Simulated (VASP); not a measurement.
An input for Quantum ESPRESSO's pw.x (written as the equivalent of a VASP run, and not itself run):

```
&CONTROL
  calculation = 'scf'
  pseudo_dir = './pseudo'
  outdir = './out'
  tprnfor = .true.
  tstress = .true.
/
&SYSTEM
  ibrav = 0
  nat = 3
  ntyp = 2
  ecutwfc = 84
  occupations = 'smearing'
  smearing = 'gaussian'
  degauss = 0.00735
  input_dft = 'pbe'
/
&ELECTRONS
  conv_thr = 7.3e-08
  electron_maxstep = 100
/
ATOMIC_SPECIES
  Tc 97.907 Tc.upf
  Os 190.230 Os.upf
CELL_PARAMETERS angstrom
    -1.6145830    1.6145830    3.9517620
     1.6145830   -1.6145830    3.9517620
     1.6145830    1.6145830   -3.9517620
ATOMIC_POSITIONS crystal
  Tc   0.0000000  0.0000000  0.0000000
  Os   0.3353000  0.3353000  0.0000000
  Os   0.6647000  0.6647000  0.0000000
K_POINTS automatic
  7 7 7 0 0 0
```

Question: Write the VASP files for the same calculation (PBE).

Answer: One answer among several that fit: 
### KPOINTS
```
K-points
0
Gamma
 7 7 7
```

File POSCAR:
```
TcOs2
1
   -1.6145830000     1.6145830000     3.9517620000
    1.6145830000    -1.6145830000     3.9517620000
    1.6145830000     1.6145830000    -3.9517620000
Tc Os
1 2
Direct
  0.0000000000   0.0000000000   0.0000000000
  0.3353000000   0.3353000000   0.0000000000
  0.6647000000   0.6647000000   0.0000000000
```

### INCAR
```
SYSTEM  =  TcOs2
PREC  =  Accurate; ENCUT  =  300; LREAL  =  .FALSE.
LASPH  =  .TRUE.
EDIFF  =  1E-6; NELM  =  100; ALGO  =  Normal
LMAXMIX  =  6
ISMEAR  =  0; SIGMA  =  0.1
GGA  =  PE
ISIF  =  2
LWAVE  =  .FALSE.; LCHARG  =  .FALSE.
```

POTCAR, in this order: Tc_pv Os (PBE.64 set). Program: vasp_std.

Limits of the translation: the potentials are each code's own (VASP's PAW set, PseudoDojo norm-conserving files in pw.x), so ENCUT and ecutwfc are chosen apart and not converted; conv_thr bounds pw.x's estimated SCF error, while EDIFF bounds the energy change between steps.

The structure was generated: TcOs2 was put into an ordered model structure, which need not be its known phase. The cell was not relaxed at this level, and its volume differs by -5.9 % from the start's. The k-mesh is coarse (spacing up to 0.39 per Å, 2π included), so the numbers may not be converged in it.
